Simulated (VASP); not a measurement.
An input for Quantum ESPRESSO's pw.x (written as the equivalent of a VASP run, and not itself run):

```
&CONTROL
  calculation = 'scf'
  pseudo_dir = './pseudo'
  outdir = './out'
  tprnfor = .true.
  tstress = .true.
/
&SYSTEM
  ibrav = 0
  nat = 6
  ntyp = 3
  ecutwfc = 80
  occupations = 'smearing'
  smearing = 'fermi-dirac'
  degauss = 0.009996
  input_dft = 'pbesol'
/
&ELECTRONS
  conv_thr = 7.3e-08
  electron_maxstep = 100
/
ATOMIC_SPECIES
  Li 6.940 Li.upf
  Y 88.906 Y.upf
  Sb 121.760 Sb.upf
CELL_PARAMETERS angstrom
     4.5314800    0.0000000    0.0000000
    -2.2657400    3.9243770    0.0000000
     0.0000000    0.0000000    7.1873900
ATOMIC_POSITIONS crystal
  Li   0.3241240  0.6561070  0.6403060
  Li   0.6666220  0.3243090  0.3465230
  Li   0.0109140  0.0101190  0.5001660
  Y   -0.0077660  0.0048250  0.0038510
  Sb   0.3301830  0.6689010  0.2585820
  Sb   0.6759240  0.3357400  0.7505720
K_POINTS automatic
  6 6 3 0 0 0
```

Write the VASP files for the same calculation (PBEsol).

Several could match; the one computed here: 
INCAR:
```
ALGO = Normal
EDIFF = 1E-6
ENCUT = 400
GGA = PS
ISIF = 2
ISMEAR = -1
LASPH = .True.
LCHARG = .False.
LMAXMIX = 4
LREAL = .False.
LWAVE = .False.
NELM = 100
PREC = Accurate
SIGMA = 0.136
SYSTEM = Li3YSb2
```

KPOINTS:
```
Automatic mesh
0
Gamma
6 6 3
0 0 0
```

POSCAR:
```
Li3YSb2
1.0
  4.5314800000   0.0000000000   0.0000000000
 -2.2657400000   3.9243770000   0.0000000000
  0.0000000000   0.0000000000   7.1873900000
Li Y Sb
3 1 2
Direct
  0.3241240000   0.6561070000   0.6403060000
  0.6666220000   0.3243090000   0.3465230000
  0.0109140000   0.0101190000   0.5001660000
 -0.0077660000   0.0048250000   0.0038510000
  0.3301830000   0.6689010000   0.2585820000
  0.6759240000   0.3357400000   0.7505720000
```

POTCAR, in this order: Li_sv Y_sv Sb (PBE.64 set). Program: vasp_std.

What does not carry over: the potentials are each code's own (VASP's PAW set, PseudoDojo norm-conserving files in pw.x), so ENCUT and ecutwfc are chosen apart and not converted; conv_thr bounds pw.x's estimated SCF error, while EDIFF bounds the energy change between steps.

The structure comes from a computed database's Li3YSb2 entry (P-3m1); how it stands against other phases isn't given here. The cell was not relaxed at this level, atoms are displaced from their ideal sites.
